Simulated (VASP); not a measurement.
Consider the following.

```
K
1.0
   -2.64000     2.64000     2.64000
    2.64000    -2.64000     2.64000
    2.64000     2.64000    -2.64000
K
1
Direct
  0.00000   0.00000   0.00000
```

Calculation: PW91 GGA, VASP's PBE PAW potentials (set 64) (plane waves; VASP). Settings: 520 eV cut-off, 11×11×11 Γ-centred mesh, tetrahedra with Blöchl corrections, potentials K_sv.

Q: The job: K (bcc), 1 atom, PW91, static run, 520 eV, 11×11×11 Γ-centred mesh. Roughly how much core time does it take on a busy server core?

A: About 20 core-seconds (one run on a shared machine, a rough figure). It had 56 irreducible k-points, 8 bands, up to 2002 plane waves and 11 electronic steps.

The compound is K in the bcc structure. The cell was not relaxed at this level.
